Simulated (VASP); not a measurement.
Y3Mg:

```
CELL_PARAMETERS angstrom
0.00000 3.91855 3.91855
3.91855 0.00000 3.91855
3.91855 3.91855 0.00000
ATOMIC_POSITIONS crystal
Y 0.50000 0.50000 0.50000
Y 0.25000 0.25000 0.25000
Y 0.75000 0.75000 0.75000
Mg 0.00000 0.00000 0.00000
```

The cell comes from a database or a generator and needn't be the stable form of this composition.

* Program: VASP 6.6.1
* Task: relaxation of cell and atoms
* Functional: LDA
* Potentials or basis: VASP PAW LDA potentials, release 64 (Y_sv, Mg)
* Cutoff: 600 eV
* k mesh: 4 × 4 × 4
* Occupations: fermi-dirac, width 0.05 eV
* Spin: no spin polarisation

At the start: pressure -3.9 GPa; volume 30.08 Å³/atom.

Problem. Where does the relaxation end?

Solution. Over 3 steps the energy falls by 36.5 meV/atom and the volume is 27.26 Å³/atom (-9.4 %); space group Fm-3m (No. 225, to 0.05 Å).

Step by step:
```
step  energy change (eV)  largest force (eV/Å)  pressure (GPa)  volume (Å³)
   1              0.0000                0.0000           -3.86       120.34
   2             -0.1448                0.0000            0.39       108.15
   3             -0.1459                0.0000            0.00       109.03
```

Final structure:
```xyz
4
Lattice="0.0000 3.7918 3.7918 3.7918 0.0000 3.7918 3.7918 3.7918 0.0000" Properties=species:S:1:pos:R:3 pbc="T T T"
Y     3.7918    3.7918    3.7918
Y     1.8959    1.8959    1.8959
Y     5.6877    5.6877    5.6877
Mg    0.0000    0.0000    0.0000
```
